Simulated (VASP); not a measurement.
## TeAs4: single point with PBE

The system is TeAs4.

```
CELL_PARAMETERS angstrom
3.88460 4.14340 0.05055
3.92115 -4.17821 -0.08689
0.01632 -0.05877 -3.51795
ATOMIC_POSITIONS crystal
As 0.18924 0.81337 0.50567
As 0.81261 0.18665 0.49997
As 0.28286 0.28109 0.99383
As 0.71863 0.71637 0.99587
Te 0.00126 0.99369 0.00792
```

The cell was built by a generator and needn't be a form met in nature.

| Quantity | Value |
| --- | --- |
| Program | VASP 6.6.1 |
| Task | single point |
| Functional | PBE |
| Potentials or basis | VASP PAW PBE potentials, release 64 (As, Te) |
| Cutoff | 520 eV |
| k mesh | 3 × 3 × 5, shifted |
| Occupations | fermi-dirac, width 0.1 eV |
| Spin | no spin polarisation |

```json
{"Pressure": "37.8 GPa", "Largest force": "9.319 eV/Å", "Band gap on the k mesh": "none (metal or under the smearing width)"}
```

Forces in eV/Å, atoms in the order of the input:
```
As   0.132  8.120 -1.413
As   0.120 -7.180  0.649
As   8.139 -0.159  0.191
As  -9.313 -0.076  0.315
Te   0.922 -0.705  0.257
```

Stress tensor (GPa, compression positive):
```
49.80 -0.30 -0.67
-0.30 28.34 -3.66
-0.67 -3.66 35.23
```

Levels at points of the mesh, in eV from the Fermi level:
```tsv
k point	band 10	band 11	band 12	band 13	band 14	band 15	band 16	band 17
(0.50, 0.50, 0.00)	-2.15	-1.42	-1.39	-0.57	0.50	0.65	0.97	1.19
```

It took 25 s on 1 thread of Intel(R) Xeon(R) 6975P-C (Granite Rapids), with other jobs on the host, peak memory 0.24 GiB.

Caveat: the k mesh is coarse (spacing up to 0.37 Å⁻¹), so the values aren't converged; a pressure of tens of GPa on the cell as given is suspect, and the run, the potentials or the cell itself is likely at fault; forces of over 1 eV/Å show positions far from the minimum, so gaps and moduli don't describe the material at rest. The run has no spin-orbit coupling, so splittings on Te are missing.
